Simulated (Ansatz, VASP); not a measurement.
Two plane-wave programs on Mg2ZnS3

```
Mg Zn S
1.0
     3.44141    0.00000    0.00000
     0.00000    3.53857    0.00000
     0.00000    0.00000    9.85076
Mg Zn S
2 1 3
Direct
  0.00000 0.00000 0.96784
  0.00000 0.50000 0.63903
  0.50000 0.00000 0.31739
  0.50000 0.50000 0.85318
  0.50000 0.50000 0.17554
  0.50000 0.00000 0.54702
```

Change from the starting cell: species swapped into the Nd2In3Cu type (Pmm2, No. 25).

Alike in both runs: functional PBE; k mesh 6 × 4 × 2; occupations gaussian, width 0.1 eV; no spin polarisation.

Ansatz relaxed the structure, and its values are those at the end. VASP's run is a single point on that final structure, the one shown.

|  | VASP | Ansatz |
| --- | --- | --- |
| version | VASP 6.6.1 | Ansatz 0.2.0 |
| potentials or method | VASP PAW PBE potentials, release 64 (Mg, Zn, S) | scalar-relativistic, plane waves, PAW |
| plane-wave cutoff (eV) | 520 | 420 |
| valence electrons in the cell | 34 | 50 |

|  | VASP | Ansatz | Ansatz less VASP |
| --- | --- | --- | --- |
| gap on the k mesh at the Fermi level (eV) | 0.13 | 0.13 | +0.004 |
| least direct gap on the mesh (eV) | 0.45 | 0.46 | +0.004 |
| pressure (GPa) | -0.1 | 0.0 | +0.11 |
| rms of the force components (eV/Å) | 0.011 | 0.005 | -0.0058 |

With one functional, cell and mesh, what is left measures potentials, basis and numerics. The two sets of potentials don't hold the same shells in valence.

Caveats: the k mesh is coarse (spacing up to 0.44 Å⁻¹), so the values aren't converged.
